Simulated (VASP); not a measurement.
Consider the following.

```
FeNi3
1.0
    3.57280     0.00000     0.00000
    0.00000     3.57280     0.00000
    0.00000     0.00000     3.57280
Fe Ni
1 3
Direct
  0.00000   0.00000   0.00000
  0.00000   0.50000   0.50000
  0.50000   0.00000   0.50000
  0.50000   0.50000   0.00000
```
Starting moments (μB, in the order of the record's atoms Fe Ni Ni Ni): 3.0 0.7 0.7 0.7.

Level of theory: revPBE GGA, VASP's PBE PAW potentials (set 64) (plane waves; VASP 6.6.1). Settings: 520 eV cut-off, 10×10×10 Γ-centred mesh, tetrahedra with Blöchl corrections, potentials Fe Ni.

**Question.** Predict the cell moment, energy per atom (σ→0), band gap (on the k-mesh) with the smallest direct gap where there is one.

**Answer.** 
| Property | Value |
|---|---|
| band gap (on the k-mesh) | none (metal, semimetal or under 0.01 eV) |
| cell moment | 4.78 μB |
| energy per atom (σ→0) | -5.853 eV/atom |

**Question.** Give the moment on each site (PAW-sphere projection).

**Answer.** 
```csv
site,moment (μB)
Fe1,2.94
Ni2,0.63
Ni3,0.63
Ni4,0.63
```

The compound is Ni3Fe in the L1_2 structure. It was relaxed first.
